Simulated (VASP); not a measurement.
# Na3BrCl2 (space group I4/mmm): computed properties

Calculation: LDA (Ceperley-Alder, Perdew-Zunger), VASP's LDA PAW potentials (set 64) (plane waves; VASP 6.6.1).

```yaml
space_group: I4/mmm (139)
cell: a = 3.9441 Å, b = 3.9441 Å, c = 16.6770 Å, α = 90.00°, β = 90.00°, γ = 90.00°
volume_per_atom: 21.62 Å³/atom
band gap (on the k-mesh): 4.61 eV
smallest direct gap (on the k-mesh): 4.61 eV
band_edge_character: direct, Γ to Γ
density: 2.81 g/cm³
```

Space group I4/mmm (No. 139); a = b = 3.9441 Å, c = 16.6770 Å, α = β = γ = 90.00°

```
atom  site  symmetry       x       y       z
----  ----  --------  ------  ------  ------
Na      4e       4mm  0.0000  0.0000  0.3290
Na      2a     4/mmm  0.0000  0.0000  0.0000
Br      2b     4/mmm  0.0000  0.0000  0.5000
Cl      4e       4mm  0.0000  0.0000  0.1673
```
(The calculation used a cell of 6 atoms; values per cell refer to that cell.)

The structure comes from a computed database's Na3BrCl2 entry (I4/mmm); how it stands against other phases isn't given here. It was relaxed first, which changed the volume by -7 %. Symmetry was kept, so distortions that lower it aren't found.
